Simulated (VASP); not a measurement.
## TaSeF: changing spin-orbit coupling

The cell as given:

It takes space group P4/mmm (No. 123, tetragonal). Conventional cell: a = 3.670 Å, b = 3.670 Å, c = 4.145 Å, α = 90.00°, β = 90.00°, γ = 90.00°. Ta (site symmetry 4/mmm) is surrounded by 2 F at 2.07 Å. Se (site symmetry 4/mmm) is surrounded by 4 Ta at 2.59 Å. F (site symmetry 4/mmm) has 2 Ta at 2.07 Å as nearest neighbours.

The cell comes from a database or a generator and needn't be the stable form of this composition.

Kept alike: task relaxation of cell and atoms; functional PBE; k mesh 5 × 5 × 5; occupations fermi-dirac, width 0.05 eV. Program: VASP, PBE PAW files F, Se, Ta_pv, 600 eV. The mesh is that of the run's cell of 3 atoms.

```csv
spin-orbit coupling,volume (Å³/atom),first edge of the run's cell (Å),third edge of the run's cell (Å)
off,18.594,3.662,4.159
on,18.706,3.672,4.162
```

The relaxations keep at least the cell's symmetry (P4/mmm). Relaxations stop with a little pressure left, so the last digits of a volume or edge aren't settled.

The volume runs from 18.594 (off) to 18.706 Å³/atom (on). The first edge of the run's cell runs from 3.662 (off) to 3.672 Å (on). The third edge of the run's cell runs from 4.159 (off) to 4.162 Å (on).
